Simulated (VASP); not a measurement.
# GaBiSe3 (Pm-3m) in VASP: notebook, part 2 of 2

VASP 6.6.1. The steps go on from the part before.

### 3 Relaxation of cell and atoms, PBE

This run uses another cell than the first one, of 27.00 Å³/atom, 1.241 times its volume.

Input file INCAR:

```
PREC = Normal
ENCUT = 520
EDIFF = 1E-4
ISMEAR = 0
SIGMA = 0.15
LREAL = F
LASPH = T
NELM = 60
ALGO = Fast
ISIF = 3
LWAVE = F
LCHARG = F
GGA = PE
IBRION = 2
NSW = 24
EDIFFG = -0.08
```

Input file KPOINTS:

```
regular mesh
0
Gamma
  3 3 3
```

Input file POSCAR:

```
GaBiSe3
1.0
    5.1297553200      0.0000000000      0.0000000000
    0.0000000000      5.1297553200      0.0000000000
    0.0000000000      0.0000000000      5.1297553200
Ga Bi Se
1 1 3
Direct
    0.5000000000      0.5000000000      0.5000000000
    0.0000000000      0.0000000000      0.0000000000
    0.5000000000      0.5000000000      0.0000000000
    0.0000000000      0.5000000000      0.5000000000
    0.5000000000      0.0000000000      0.5000000000
```

Potentials or basis: VASP PAW PBE potentials, release 64 (Ga_d, Bi_d, Se).

Launch:

```bash
$ cat potpaw_PBE.64/Ga_d/POTCAR potpaw_PBE.64/Bi_d/POTCAR potpaw_PBE.64/Se/POTCAR > POTCAR
$ mpirun -np 1 vasp_std > vasp.out
```

OUTCAR:

```text
PREC = Normal
   ENCUT = 520
   EDIFF = 1E-4
   ISMEAR = 0
   LREAL = F
   LASPH = T
   NELM = 60
   ISIF = 3
   GGA = PE
   IBRION = 2
   NSW = 24
   EDIFFG = -0.08

 ion  position               nearest neighbor table
   1  0.500  0.500  0.500-   3 2.56   4 2.56   5 2.56   3 2.56   5 2.56   4 2.56
   2  0.000  0.000  0.000-
   3  0.500  0.500  0.000-   1 2.56   1 2.56
   4  0.000  0.500  0.500-   1 2.56   1 2.56
   5  0.500  0.000  0.500-   1 2.56   1 2.56

  LATTYP: Found a simple cubic cell.
 ALAT       =     5.1297553200

  Lattice vectors:

 A1 = (   5.1297553200,   0.0000000000,   0.0000000000)
 A2 = (   0.0000000000,   5.1297553200,   0.0000000000)
 A3 = (   0.0000000000,   0.0000000000,   5.1297553200)

Analysis of symmetry for initial positions (statically):
=====================================================================
 Subroutine PRICEL returns:
 Original cell was already a primitive cell.

 Routine SETGRP: Setting up the symmetry group for a
 simple cubic supercell.

 Subroutine GETGRP returns: Found 48 space group operations
 (whereof 48 operations were pure point group operations)
 out of a pool of 48 trial point group operations.

The static configuration has the point symmetry O_h .

Analysis of symmetry for dynamics (positions and initial velocities):
[... 153 lines left out ...]
  --------------------------------------------------------------------------------------
  -------------------------------------------------------------------------------------
  Total       -2.8212085     -2.8212085     -2.8212085     -0.0000000      0.0000000      0.0000000
  in kB      -33.4854246    -33.4854246    -33.4854246     -0.0000000      0.0000000      0.0000000
  external PRESSURE =     -33.4854246 kB  Pullay stress =       0.0000000 kB
[... 26 lines left out ...]
--------------------------------------- Ionic step        2  -------------------------------------------

 number of electron      46.0000048 magnetization

 E-fermi :   4.7631     XC(G=0):  -9.8698

 val. band max:        4.7226246258   @ k =   0.3333   0.3333   0.3333
 cond. band min:       4.8479556596   @ k =   0.3333   0.3333   0.0000
 fundamental gap:      0.1253310338
 Fermi energy:         4.7631311676

 k-point     1 :       0.0000    0.0000    0.0000
  band No.  band energies     occupation
      1     -19.2005      2.00000
      2     -19.2005      2.00000
      3     -19.1954      2.00000
      4     -19.1954      2.00000
      5     -19.1954      2.00000
      6     -10.5966      2.00000
[... 147 lines left out ...]
--------------------------------------- Ionic step        3  -------------------------------------------

 number of electron      46.0000080 magnetization

 Free energy of the ion-electron system (eV)
  ---------------------------------------------------
  ext. energy  EPLUGINS =         0.00000000
  ---------------------------------------------------
  free energy    TOTEN  =       -16.51695868 eV

  energy without entropy =      -16.42730980  energy(sigma->0) =      -16.47213424

 E-fermi :   4.6070     XC(G=0):  -9.8019

 val. band max:        4.5683123515   @ k =   0.3333   0.3333   0.3333
 cond. band min:       4.6942444161   @ k =   0.3333   0.3333   0.0000
 fundamental gap:      0.1259320646
 Fermi energy:         4.6069730492

 k-point     1 :       0.0000    0.0000    0.0000
  band No.  band energies     occupation
      1     -19.3469      2.00000
      2     -19.3469      2.00000
      3     -19.3420      2.00000
      4     -19.3420      2.00000
      5     -19.3420      2.00000
      6     -10.7230      2.00000
[... 141 lines left out ...]
  FREE ENERGIE OF THE ION-ELECTRON SYSTEM (eV)
  ---------------------------------------------------
  free  energy   TOTEN  =       -16.5169586794 eV

  energy  without entropy=      -16.4273098014  energy(sigma->0) =      -16.47213424

 reached required accuracy - stopping structural energy minimisation
```

CONTCAR:

```text
GaBiSe3
   1.00000000000000
     5.0149704108687834   -0.0000000000000000    0.0000000000000000
    -0.0000000000000000    5.0149704108687834   -0.0000000000000000
     0.0000000000000000    0.0000000000000000    5.0149704108687834
  Ga              Bi              Se
     1     1     3
Direct
     0.5000000000000000    0.5000000000000000    0.5000000000000000
     0.0000000000000000    0.0000000000000000    0.0000000000000000
     0.5000000000000000    0.5000000000000000    0.0000000000000000
     0.0000000000000000    0.5000000000000000    0.5000000000000000
     0.5000000000000000    0.0000000000000000    0.5000000000000000

  0.00000000E+00  0.00000000E+00  0.00000000E+00
  0.00000000E+00  0.00000000E+00  0.00000000E+00
  0.00000000E+00  0.00000000E+00  0.00000000E+00
  0.00000000E+00  0.00000000E+00  0.00000000E+00
  0.00000000E+00  0.00000000E+00  0.00000000E+00
```

Wall time 34 s (1 thread of Intel Xeon Platinum 8259CL at 2.50GHz (Skylake/Cascade Lake), shared host); peak memory 0.18 GiB.

Results:

```yaml
Free_energy: -16.5170 eV
Relaxed_volume: 25.23 Å³/atom
Relaxed_cell: a = 5.015 Å, b = 5.015 Å, c = 5.015 Å, α = 90.00°, β = 90.00°, γ = 90.00°
Space_group_after_relaxing_to_0.05_Å: Pm-3m (No. 221)
Energy_gained_by_relaxing: 18.9 meV/atom
Ionic_steps: 3
Pressure_after_relaxing: -0.3 GPa
Band_gap_on_the_k_mesh: none (metal or under the smearing width)
```

The path:
```tsv
step	energy change (eV)	largest force (eV/Å)	pressure (GPa)	volume (Å³)
1	0.0000	0.0000	-3.35	134.99
2	-0.0899	0.0000	0.79	124.26
3	-0.0946	0.0000	-0.31	126.13
```

Final structure:
```
Ga Bi Se
1.0
     5.01497    0.00000    0.00000
     0.00000    5.01497    0.00000
     0.00000    0.00000    5.01497
Ga Bi Se
1 1 3
Direct
  0.50000 0.50000 0.50000
  0.00000 0.00000 0.00000
  0.50000 0.50000 0.00000
  0.00000 0.50000 0.50000
  0.50000 0.00000 0.50000
```

Caveat: the k mesh is coarse (spacing up to 0.41 Å⁻¹), so the values aren't converged; spin-orbit coupling is left out, which moves the levels of the heavy elements; the relaxation stopped at a loose force limit of 0.08 eV/Å, so its end isn't a converged minimum.

### 4 Relaxation of cell and atoms, PBE

This run uses another cell than the first one, of 32.22 Å³/atom, 1.481 times its volume.

INCAR is that of step 3.

KPOINTS is that of step 3.

Input file POSCAR:

```
GaBiSe3
1.0
    5.4412764400      0.0000000000      0.0000000000
    0.0000000000      5.4412764400      0.0000000000
    0.0000000000      0.0000000000      5.4412764400
Ga Bi Se
1 1 3
Direct
    0.5000000000      0.5000000000      0.5000000000
    0.0000000000      0.0000000000      0.0000000000
    0.5000000000      0.0000000000      0.0000000000
    0.0000000000      0.5000000000      0.0000000000
    0.0000000000      0.0000000000      0.5000000000
```

Launch:

```bash
$ cat potpaw_PBE.64/Ga_d/POTCAR potpaw_PBE.64/Bi_d/POTCAR potpaw_PBE.64/Se/POTCAR > POTCAR
$ mpirun -np 1 vasp_std > vasp.out
```

Wall time 31 s (1 thread of Intel Xeon Platinum 8259CL at 2.50GHz (Skylake/Cascade Lake), shared host); peak memory 0.18 GiB.

It converged, with:

```
Free energy                            : -15.9684 eV
Relaxed volume                         : 35.43 Å³/atom
Relaxed cell                           : a = 5.616 Å, b = 5.616 Å, c = 5.616 Å, α = 90.00°, β = 90.00°, γ = 90.00°
Space group after relaxing (to 0.05 Å) : Pm-3m (No. 221)
Energy gained by relaxing              : 27.9 meV/atom
Ionic steps                            : 2
Pressure after relaxing                : -0.2 GPa
Band gap on the k mesh                 : none (metal or under the smearing width)
```

The path:
```tsv
step	energy change (eV)	largest force (eV/Å)	pressure (GPa)	volume (Å³)
1	0.0000	0.0000	3.31	161.10
2	-0.1397	0.0000	-0.23	177.14
```

Final structure:
```yaml
crystal:
  lattice:
    - [5.61614, 0.00000, 0.00000]
    - [0.00000, 5.61614, 0.00000]
    - [0.00000, 0.00000, 5.61614]
  atoms:
    - { symbol: Ga, position: [0.50000, 0.50000, 0.50000] }
    - { symbol: Bi, position: [0.00000, 0.00000, 0.00000] }
    - { symbol: Se, position: [0.50000, 0.00000, 0.00000] }
    - { symbol: Se, position: [0.00000, 0.50000, 0.00000] }
    - { symbol: Se, position: [0.00000, 0.00000, 0.50000] }
```

Levels at points of the mesh, in eV from the Fermi level:
```csv
k point,band 19,band 20,band 21,band 22,band 23,band 24,band 25,band 26,band 27
"(0.00, 0.00, 0.00)",-0.59,-0.59,-0.59,-0.47,-0.47,-0.47,3.65,3.65,3.66
```

Caveat: the k mesh is coarse (spacing up to 0.38 Å⁻¹), so the values aren't converged; spin-orbit coupling is left out, which moves the levels of the heavy elements; the relaxation stopped at a loose force limit of 0.08 eV/Å, so its end isn't a converged minimum.
